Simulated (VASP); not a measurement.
Output of a VASP run:

OSZICAR:
```
       N       E                     dE             d eps       ncg     rms          rms(c)
DAV:   1     0.486617417256E+02    0.48662E+02   -0.84266E+03   576   0.123E+03
DAV:   2    -0.391343689662E+02   -0.87796E+02   -0.80431E+02   804   0.235E+02
DAV:   3    -0.432415110637E+02   -0.41071E+01   -0.40766E+01   740   0.515E+01
DAV:   4    -0.432939062133E+02   -0.52395E-01   -0.52327E-01   704   0.703E+00
DAV:   5    -0.432950574447E+02   -0.11512E-02   -0.11501E-02   720   0.992E-01    0.941E+00
DAV:   6    -0.411041530693E+02    0.21909E+01   -0.22591E+00   692   0.104E+01    0.536E+00
DAV:   7    -0.404297064965E+02    0.67445E+00   -0.23178E+00   664   0.106E+01    0.141E+00
DAV:   8    -0.404311657752E+02   -0.14593E-02   -0.79483E-02   640   0.197E+00    0.162E-01
DAV:   9    -0.404305171227E+02    0.64865E-03   -0.21097E-03   732   0.371E-01    0.698E-02
DAV:  10    -0.404305061988E+02    0.10924E-04   -0.13135E-04   724   0.893E-02    0.238E-02
DAV:  11    -0.404305045519E+02    0.16469E-05   -0.55621E-06   744   0.200E-02    0.514E-03
DAV:  12    -0.404305044866E+02    0.65259E-07   -0.46519E-07   500   0.596E-03
   1 F= -.40430504E+02 E0= -.40429867E+02  d E =-.404305E+02
```

OUTCAR:
```
------------------------ aborting loop because EDIFF is reached ----------------------------------------
  FORCE on cell =-STRESS in cart. coord.  units (eV):
  Direction    XX          YY          ZZ          XY          YZ          ZX
  --------------------------------------------------------------------------------------
  Total        0.0574911      0.0574911     -0.0440754      0.0000000      0.0000000     -0.0000000
  in kB        2.6835017      2.6835005     -2.0572997      0.0000000      0.0000000     -0.0000000
  external PRESSURE =       1.1032341 kB  Pullay stress =       0.0000000 kB
  volume of cell :       34.32
      direct lattice vectors                 reciprocal lattice vectors
     1.223568655 -2.119282592  0.000000000     0.408640739 -0.235928895  0.000000000
     1.223568655  2.119282592  0.000000000     0.408640739  0.235928895  0.000000000
     0.000000000  0.000000000  6.618544165     0.000000000  0.000000000  0.151090629
 POSITION                                       TOTAL-FORCE (eV/Angst)
 -----------------------------------------------------------------------------------
      0.00000      0.00000      1.65464         0.000000     -0.000000     -0.000000
      0.00000      0.00000      4.96391         0.000000     -0.000000      0.000000
      1.22357      0.70643      1.65464        -0.000000     -0.000000     -0.000000
      1.22357     -0.70643      4.96391         0.000000      0.000000      0.000000
 -----------------------------------------------------------------------------------
    total drift:                               -0.000000     -0.000000      0.000000
  FREE ENERGIE OF THE ION-ELECTRON SYSTEM (eV)
  ---------------------------------------------------
  free  energy   TOTEN  =       -40.4305044866 eV

  energy  without entropy=      -40.4292302028  energy(sigma->0) =      -40.42986734

 reached required accuracy - stopping structural energy minimisation
```
(Selected blocks of OUTCAR.)

File POSCAR:
```
C
1
    1.2235686551    -2.1192825917     0.0000000000
    1.2235686551     2.1192825917     0.0000000000
   -0.0000000000     0.0000000000     6.6185441645
C
4
Direct
  0.0000000000   0.0000000000   0.2500000000
  0.0000000000   0.0000000000   0.7500000000
  0.3333330000   0.6666670000   0.2500000000
  0.6666670000   0.3333330000   0.7500000000
```

Task: Write an INCAR and KPOINTS that could have produced this output.

Result: This is not unique; one that fits is the input of the run itself, LDA (Ceperley-Alder, Perdew-Zunger), plane waves, VASP's LDA PAW potentials (set 64).

KPOINTS:
```
K-points
0
G
 9 9 3
```

### INCAR
```
SYSTEM  =  C
PREC  =  Accurate; ENCUT  =  520; LREAL  =  .FALSE.
LASPH  =  .TRUE.
EDIFF  =  1E-6; NELM  =  100; ALGO  =  Normal
ISMEAR  =  0; SIGMA  =  0.05
IBRION  =  2; NSW  =  60; ISIF  =  3
EDIFFG  =  -0.02
LWAVE  =  .FALSE.; LCHARG  =  .FALSE.
```

POTCAR, in this order: C (LDA.64 set). Program: vasp_std.

The compound is C in the graphite structure. It was relaxed first. The k-mesh is coarse (spacing up to 0.33 per Å, 2π included), so the numbers may not be converged in it. The start is the result of an earlier pass.
